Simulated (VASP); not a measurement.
Input:

```
CELL_PARAMETERS angstrom
      0.00000     3.10968     3.10968
      3.10968     0.00000     3.10968
      3.10968     3.10968     0.00000
ATOMIC_POSITIONS crystal
  Ga 0.00000 0.00000 0.00000
  Sb 0.25000 0.25000 0.25000
```

The numbers are results of HSE06 screened hybrid, VASP's PBE PAW potentials (set 64) (plane waves; VASP), not measurements. Settings: 520 eV cut-off, 6×6×6 Γ-centred mesh, Gaussian smearing of 0.050 eV, potentials Ga_d Sb.

**Question.** Give the stress tensor in GPa (positive for a compressed cell).

**Answer.** 
```
-2.36   0.00   0.00
 0.00  -2.36   0.00
 0.00   0.00  -2.36
```
The pressure is its mean diagonal, -2.36 GPa.

The compound is GaSb in the zinc blende structure. It was relaxed first, which changed the volume by +6 %. The cell's shape comes from a PBE relaxation.
